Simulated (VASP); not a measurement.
```
CELL_PARAMETERS angstrom
      1.65626    -2.86873     0.00000
      1.65626     2.86873     0.00000
      0.00000     0.00000     5.34735
ATOMIC_POSITIONS crystal
  Zn 0.66667 0.33333 0.50130
  Zn 0.33333 0.66667 0.00130
  O  0.66667 0.33333 0.88070
  O  0.33333 0.66667 0.38070
```

Computed with PW91 GGA, VASP's PBE PAW potentials (set 64) (plane waves; VASP). Numerical set-up: 520 eV cut-off, 8×8×4 Γ-centred mesh, Gaussian smearing of 0.050 eV, potentials Zn O.

Question: Give the stress tensor in GPa (positive for a compressed cell).

Answer: 
```
-3.39   0.00   0.00
 0.00  -3.39   0.00
 0.00   0.00  -3.46
```
The pressure is its mean diagonal, -3.41 GPa.

The compound is ZnO in the wurtzite structure. This cell is one point of a volume scan, at 1.03 of the reference volume.
